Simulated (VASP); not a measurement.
Given:

```xyz
2
Lattice="4.6119 0.0000 0.0000 0.0000 4.6119 0.0000 0.0000 0.0000 4.6119" Properties=species:S:1:pos:R:3 pbc="T T T"
Cs     0.0000     0.0000     0.0000
I      2.3060     2.3060     2.3060
```

All values below come from r2SCAN meta-GGA, VASP's PBE PAW potentials (set 64) (plane waves; VASP 6.6.1). Run with 480 eV cut-off, 6×6×6 Γ-centred mesh, Gaussian smearing of 0.050 eV, potentials Cs_sv I.

Energy and stress use the plane-wave basis of the starting cell.

### Question
The ions, cell shape and volume at an external pressure of 5.0 GPa are relaxed. Predict the relaxed structure.

### Answer

```xyz
2
Lattice="4.2769 0.0000 0.0000 0.0000 4.2769 0.0000 0.0000 0.0000 4.2769" Properties=species:S:1:pos:R:3 pbc="T T T"
Cs     0.0000     0.0000     0.0000
I      2.1385     2.1385     2.1385
```
Space group Pm-3m (221), at a tolerance of 0.03 Å.

### Question
How do energy and volume change from the first to the last step?

### Answer
The energy (σ→0) changes by +123.9 meV/atom and the volume by -20.2 %, in 3 ionic steps.

| step | E(σ→0) (eV) | max force (eV/Å) | pressure (GPa) | volume (Å³) |
|---|---|---|---|---|
| 1 | -53.1251 | 0.000 | 0.02 | 98.09 |
| 2 | -52.8699 | 0.000 | 5.11 | 78.00 |
| 3 | -52.8773 | 0.000 | 5.01 | 78.23 |

The compound is CsI in the CsCl type structure. This run relaxes it under an external pressure of 5 GPa. Symmetry was kept, so distortions that lower it aren't found.
